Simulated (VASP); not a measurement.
# Cu (Copper): structure and properties in VASP, part 2 of 2

What structure and properties does PBE give Cu (Copper), and how near are they to the measured ones? Left out of this account: 1 further run (relaxation: it shows nothing beyond the runs told). The start is a cell from a database of measured crystal structures.

VASP 6.6.1; PBE; plane waves and PAW (Cu).

Still holding for the runs below: This run has no spin polarisation. Its electron count is odd, so without a moment it is a metal by construction.

So far. Step 12 (Volume scan with PBE, volume scale 1.04): The run ends at a pressure of -5.00 GPa.

## 13. Volume scan with PBE, volume scale 1.06

A prediction first. A parabola through the 6 pressures of evenly scaled cells so far, P = 0.02 -142.4 t +371 t² GPa with t = ln(V/V₁) and V₁ the volume at scale 1, gives -7.02 GPa at t = +0.0583.

The input, INCAR:

```
SYSTEM = Cu
PREC = Accurate
ENCUT = 400
EDIFF = 1E-06
NELM = 100
ISMEAR = 1
SIGMA = 0.2
LREAL = .FALSE.
ALGO = Normal
GGA = PE
NBANDS = 11
LASPH = .TRUE.
LORBIT = 11
LWAVE = .FALSE.
LCHARG = .FALSE.
KPAR = 2
ISIF = 2
```

The input, POSCAR:

```
Cu
1.0
    0.0000000000      1.8497478566      1.8497478566
    1.8497478566      0.0000000000      1.8497478566
    1.8497478566      1.8497478566      0.0000000000
Cu
1
Direct
    0.0000000000      0.0000000000      0.0000000000
```

The input, KPOINTS:

```
Automatic mesh
0
Gamma
9 9 9
0 0 0
```

The projector-augmented-wave data sets are Cu (PBE family, release 64).

Launch:

```
> mpirun -np 2 vasp_std
```

Elapsed: 3.8 s, on 2 MPI ranks of Intel Xeon Platinum 8259CL at 2.50GHz (Skylake/Cascade Lake), shared host; peak memory 0.21 GiB; 5.3 s of CPU time.

The pressure falls from -5.00 to -7.11 GPa. The parabola predicted -7.02 GPa, +0.09 GPa off.

## 14. The series together

Times are for 2 MPI ranks of Intel Xeon Platinum 8259CL at 2.50GHz (Skylake/Cascade Lake), shared host. The series side by side:

| no. | volume scale | energy above the lowest point (meV/atom) | pressure (GPa) | time | memory (GiB) |
| --- | --- | --- | --- | --- | --- |
| 1 | 0.94 | 25.62 | 10.26 | 2.4 s | 0.2 |
| 2 | 0.96 | 11.87 | 6.439 | 3.6 s | 0.21 |
| 3 | 0.98 | 3.47 | 3.035 | 3.8 s | 0.21 |
| 4 | 1 | 0 | 0.02989 | 3.6 s | 0.21 |
| 5 | 1.02 | 0.8 | -2.640 | 3.8 s | 0.21 |
| 6 | 1.04 | 5.41 | -5.005 | 3.6 s | 0.21 |
| 7 | 1.06 | 13.06 | -7.106 | 3.8 s | 0.21 |

## 15. Fit for PBE

This step: Birch-Murnaghan fit, PBE; plane waves and PAW (VASP 6.6.1).

This step runs nothing: it gathers the runs above.

This step gave:

* pressure derivative of the bulk modulus: 5.687
* r.m.s. error of the fit: 4.56e-5 eV/atom
* minimum inside the sampled range: yes
* bulk modulus: 137.6 GPa
* equilibrium volume of the fit: 12.01 Å³/atom

Table of energy above the fitted minimum by volume:

| volume (Å³/atom) | energy above the fitted minimum (eV/atom) |
| --- | --- |
| 11.225 | 0.0258 |
| 11.464 | 0.0120 |
| 11.703 | 0.00362 |
| 11.942 | 1.5e-4 |
| 12.180 | 9.5e-4 |
| 12.419 | 0.00556 |
| 12.658 | 0.0132 |

The fitted volume lies +0.60 % from the relaxed one. At a finite cutoff and mesh the minimum of the energy and the zero of the stress don't quite coincide, and the relaxation stops at a threshold.

## 16. Independent-particle dielectric function (PBE)

This step: PBE; plane waves and PAW (Cu) (VASP 6.6.1).

LOPTICS sums transitions from filled to empty bands. The mesh is finer than in the run before. NBANDS is raised for it.

Edit INCAR of step 13 so:

```diff
@@ -10,3 +10,3 @@
 GGA = PE
-NBANDS = 11
+NBANDS = 13
 LASPH = .TRUE.
@@ -16,2 +16,4 @@
 KPAR = 2
-ISIF = 2
+LOPTICS = .TRUE.
+NEDOS = 1500
+CSHIFT = 0.1
```

The input, POSCAR:

```
Cu
1.0
    0.0000000000      1.8141669229      1.8141669229
    1.8141669229      0.0000000000      1.8141669229
    1.8141669229      1.8141669229      0.0000000000
Cu
1
Direct
    0.0000000000      0.0000000000      0.0000000000
```

The input, KPOINTS:

```
Automatic mesh
0
Gamma
13 13 13
0 0 0
```

Launch:

```
> mpirun -np 2 vasp_std
```

It took 7.4 s on 2 MPI ranks; peak memory 0.24 GiB; 11 s of CPU time.

These are independent-particle spectra without excitons or local fields, and fine structure depends on the mesh and on CSHIFT. The intraband (Drude) part is not in this spectrum.

This step gave:

* bands: 13
* irreducible k-points: 84
* Fermi energy: 7.630 eV
* pressure: -0.1364 GPa

The imaginary dielectric function, xx has structure finer than the step of the table below, so its rows give means over 1 eV, whole bins alone (the curve runs from 0 to 25.0 eV). Peaks (eV: height): 2.5: 8.30, 4.0: 9.16, 4.8: 7.34, 6.0: 4.87.

Table of imaginary dielectric function, xx by photon energy; means over each step:

photon energy (eV), imaginary dielectric function, xx and a bar:
```
        1       0.25 
        2       5.67 #########################
        3       6.41 ############################
        4       6.81 ##############################
        5       5.74 #########################
        6       3.96 #################
        7       2.96 ############
        8       2.43 ##########
        9       2.32 #########
       10       1.51 ######
       11       1.96 ########
       12       1.54 ######
       13       1.65 ######
       14       1.71 #######
       15       1.55 ######
       16       1.30 #####
       17       1.13 ####
       18       1.00 ###
       19       0.72 ##
       20       0.75 ##
       21       0.60 ##
       22       0.70 ##
       23       0.81 ###
       24       0.97 ###
```

The real dielectric function, xx by photon energy:

| photon energy (eV) | real dielectric function, xx |
| --- | --- |
| 0.0 | 8.10 |
| 0.5 | 8.29 |
| 1.0 | 8.96 |
| 1.5 | 11.0 |
| 2.0 | 11.0 |
| 2.5 | 6.82 |
| 3.0 | 4.57 |
| 3.5 | 5.13 |
| 4.0 | 3.51 |
| 4.5 | 3.02 |
| 5.0 | -0.0639 |
| 5.5 | 0.386 |
| 6.0 | 0.712 |
| 6.5 | 0.104 |
| 7.0 | 0.842 |
| 7.5 | 0.542 |
| 8.0 | 0.693 |
| 8.5 | 0.985 |
| 9.0 | 0.236 |
| 9.5 | 0.234 |
| 10.0 | 0.718 |
| 10.5 | 1.13 |
| 11.0 | 1.03 |
| 11.5 | 0.372 |
| 12.0 | 0.919 |
| 12.5 | 0.940 |
| 13.0 | 0.864 |
| 13.5 | 0.795 |
| 14.0 | 0.347 |
| 14.5 | 0.678 |
| 15.0 | 0.336 |
| 15.5 | 0.253 |
| 16.0 | 0.561 |
| 16.5 | 0.345 |
| 17.0 | 0.173 |
| 17.5 | 0.358 |
| 18.0 | 0.274 |
| 18.5 | 0.205 |
| 19.0 | 0.507 |
| 19.5 | 0.609 |
| 20.0 | 0.319 |
| 20.5 | 0.540 |
| 21.0 | 0.588 |
| 21.5 | 0.746 |
| 22.0 | 0.681 |
| 22.5 | 0.821 |
| 23.0 | 0.766 |
| 23.5 | 0.795 |
| 24.0 | 0.589 |
| 24.5 | 0.460 |

## 17. Summary of results

* relaxed volume: 11.94 Å³/atom
* relaxed conventional cell a, b, c: 3.628, 3.628, 3.628 Å
* space group after relaxing, within 0.02 Å: Fm-3m (No. 225)
* band gap: none, a metal
* DOS at the Fermi level: 0.321 states/eV/cell
* bulk modulus from the fit: 138 GPa
* volume from the fit: 12.0 Å³/atom

With PBE, Cu (Copper) relaxes to 11.94 Å³/atom in space group Fm-3m (held by the symmetry of the run), comes out as a metal and has a bulk modulus of 138 GPa. Against the listed cell the volume lies +1.1 %. Band structure (PBE): Of the bands kept, 1 crosses the Fermi level on this path. The k-sampling is coarse for a metal, so the Fermi level, pressures and the shape of the cell carry errors. No search among competing phases was made. All values are for a static lattice at zero temperature.

Comparison with the measured values:

```
              quantity  measured             PBE
lattice constant a (Å)     3.615  3.628 (+0.4 %)
```

Measured values from arxiv:2311.10326 (2023).

How well it matches: The lattice constant a is off by +0.4 %: good agreement. The grades are ours: good and fair within 0.7 and 1.5 % for the lattice constant a. Zero-point motion and thermal expansion (measured at up to 300 K) are not in the computed lattice constants. As a rule both would widen the computed cell, so the excess over experiment is if anything larger than shown.

[Lines on the potential files, build, host, timing and source positions are cut from VASP's logs without a mark.]

[Logs are printed without paths, hosts, clocks, repeated set-up lines and the standing remarks that a program may print on its own settings, such as how far it seeks lower states.]

[Hosts, paths, dates, database ids (printed as entryN), source tags and the programs' standing remarks are cut or masked in the printed files.]

[A measured line is paired with the nearest computed mode of its activity, which favours agreement.]
